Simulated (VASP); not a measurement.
Here is the system:

```
CELL_PARAMETERS angstrom
      1.82500    -3.16099     0.00000
      1.82500     3.16099     0.00000
      0.00000     0.00000     5.73000
ATOMIC_POSITIONS crystal
  Y  0.33333 0.66667 0.25000
  Y  0.66667 0.33333 0.75000
```

These are RPBE GGA, VASP's PBE PAW potentials (set 64) (plane waves; VASP) values and carry that method's errors. Settings: 520 eV cut-off, 10×10×6 Γ-centred mesh, first-order Methfessel-Paxton smearing of 0.10 eV, potentials Y_sv.

Energy and stress use the plane-wave basis of the starting cell.

Q: The ions, cell shape and volume are relaxed. Give the cell that the relaxation ends in.

A: 
```
CELL_PARAMETERS angstrom
      1.84953    -3.20348     0.00000
      1.84953     3.20348     0.00000
      0.00000     0.00000     5.72276
ATOMIC_POSITIONS crystal
  Y  0.33333 0.66667 0.25000
  Y  0.66667 0.33333 0.75000
```
Space group P6_3/mmc (194), at a tolerance of 0.03 Å.

Q: How do energy and volume change from the first to the last step?

A: The energy (σ→0) changes by -3.9 meV/atom and the volume by +2.6 %, in 6 ionic steps.

The compound is Y in the hcp structure. This run relaxes it. Symmetry was kept, so distortions that lower it aren't found.
